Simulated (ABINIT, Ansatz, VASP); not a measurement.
**ScTaN: programs and potentials compared**

```
Ta Sc N
1.0
     3.08507    0.00000    0.00000
    -1.54253    2.67175    0.00000
     0.00000    0.00000   10.34014
Ta Sc N
2 2 2
Cartesian
  0.0000 1.7812 2.5399
  1.5425 0.8906 7.8003
  0.0000 0.0000 0.0000
  0.0000 0.0000 5.1701
  0.0000 1.7812 6.5126
  1.5425 0.8906 3.8275
```

The cell comes from a database or a generator and needn't be the stable form of this composition.

Alike in all runs: task single point; functional PBEsol; k mesh 10 × 10 × 3; occupations fermi-dirac, width 0.05 eV; no spin polarisation; no spin-orbit coupling. Pressure is positive in compression and, in plane waves, holds the error of the finite cutoff, which Ansatz's Pulay term estimates and takes out.

```tsv
program and potentials	plane-wave cutoff (eV)	notes	pressure (GPa)	largest force (eV/Å)
Ansatz, Ansatz PAW	420	potentials made for PBE, which Ansatz adapts in part; 9.67 valence electrons an atom on average	?	?
VASP, PBE PAW files N, Sc_sv, Ta_pv, 520 eV	520	potentials made for PBE; 9 valence electrons an atom on average	-6.17	0.293
ABINIT, PseudoDojo NC SR PBEsol v0.4.1 standard	1143	9.67 valence electrons an atom on average	-6.67	0.341
```

**Question.** Estimate from the other rows what the run with Ansatz, Ansatz PAW gave.

**Answer.** Pressure -6.63 GPa; largest force 0.330 eV/Å. Its pressure holds a Pulay term of +0.25 GPa. The other rows, which needn't bracket it: pressure -6.67 to -6.17; largest force 0.293 to 0.341.
